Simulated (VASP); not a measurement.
Level of theory: RPBE GGA, VASP's PBE PAW potentials (set 64) (plane waves; VASP).

VASP ran on this input.

POSCAR:
```
AuAl2
1.0
  0.0000000000   3.0468581445   3.0468581445
  3.0468581445   0.0000000000   3.0468581445
  3.0468581445   3.0468581445   0.0000000000
Al Au
2 1
Direct
  0.2500000000   0.2500000000   0.2500000000
  0.7500000000   0.7500000000   0.7500000000
  0.0000000000   0.0000000000   0.0000000000
```

INCAR:
```
# general
SYSTEM  = AuAl2
PREC    = Accurate
ENCUT   = 520
LREAL   = .FALSE.
LASPH   = .TRUE.

# electronic loop
EDIFF   = 1E-7
NELM    = 100
ALGO    = Normal
LMAXMIX = 6

# smearing
ISMEAR  = 1
SIGMA   = 0.1

# functional
GGA     = RP

# ions
ISIF    = 2

# output
LWAVE   = .FALSE.
LCHARG  = .FALSE.
```

KPOINTS:
```
kpoints
0
G
 9 9 9
0 0 0
```

POTCAR, in this order: Al Au (PBE.64 set). Program: vasp_std.

What VASP printed:

OSZICAR:
```
       N       E                     dE             d eps       ncg     rms          rms(c)
DAV:   1     0.618324788388E+02    0.61832E+02   -0.69773E+03   848   0.117E+03
DAV:   2    -0.979924899080E+01   -0.71632E+02   -0.65771E+02   940   0.198E+02
DAV:   3    -0.119859356074E+02   -0.21867E+01   -0.21654E+01  1064   0.341E+01
DAV:   4    -0.120061230467E+02   -0.20187E-01   -0.20184E-01   984   0.375E+00
DAV:   5    -0.120064185881E+02   -0.29554E-03   -0.29553E-03  1060   0.497E-01    0.857E+00
DAV:   6    -0.109833044856E+02    0.10231E+01   -0.58309E+00   944   0.271E+01    0.431E+00
DAV:   7    -0.109207328871E+02    0.62572E-01   -0.27206E-01   904   0.617E+00    0.194E+00
DAV:   8    -0.108992774228E+02    0.21455E-01   -0.26665E-02   972   0.134E+00    0.417E-01
DAV:   9    -0.108986405246E+02    0.63690E-03   -0.42600E-03   948   0.785E-01    0.200E-01
DAV:  10    -0.108989221384E+02   -0.28161E-03   -0.48248E-04   892   0.168E-01    0.375E-02
DAV:  11    -0.108989227499E+02   -0.61156E-06   -0.99514E-06  1032   0.266E-02    0.151E-02
DAV:  12    -0.108989324735E+02   -0.97235E-05   -0.24669E-05   876   0.324E-02    0.603E-03
DAV:  13    -0.108989325519E+02   -0.78433E-07   -0.51510E-07  1040   0.786E-03
   1 F= -.10898933E+02 E0= -.10898351E+02  d E =-.174518E-02
```

### OUTCAR
```
------------------------ aborting loop because EDIFF is reached ----------------------------------------
  FORCE on cell =-STRESS in cart. coord.  units (eV):
  Direction    XX          YY          ZZ          XY          YZ          ZX
  --------------------------------------------------------------------------------------
  Total       -0.0200501     -0.0200501     -0.0200501     -0.0000000     -0.0000000      0.0000000
  in kB       -0.5678580     -0.5678580     -0.5678580     -0.0000000     -0.0000000      0.0000000
  external PRESSURE =      -0.5678580 kB  Pullay stress =       0.0000000 kB
  volume of cell :       56.57
      direct lattice vectors                 reciprocal lattice vectors
     0.000000000  3.046858144  3.046858144    -0.164103472  0.164103472  0.164103472
     3.046858144  0.000000000  3.046858144     0.164103472 -0.164103472  0.164103472
     3.046858144  3.046858144  0.000000000     0.164103472  0.164103472 -0.164103472
 POSITION                                       TOTAL-FORCE (eV/Angst)
 -----------------------------------------------------------------------------------
      1.52343      1.52343      1.52343         0.000000      0.000000      0.000000
      4.57029      4.57029      4.57029         0.000000      0.000000     -0.000000
      0.00000      0.00000      0.00000        -0.000000     -0.000000     -0.000000
 -----------------------------------------------------------------------------------
    total drift:                                0.000000     -0.000000      0.000000
  FREE ENERGIE OF THE ION-ELECTRON SYSTEM (eV)
  ---------------------------------------------------
  free  energy   TOTEN  =       -10.8989325519 eV

  energy  without entropy=      -10.8971873717  energy(sigma->0) =      -10.89835083
```
(Selected blocks of OUTCAR.)

The compound is AuAl2 in the fluorite structure. It was relaxed first. The electron count is odd and the run is not spin-polarised, which forces a metal.
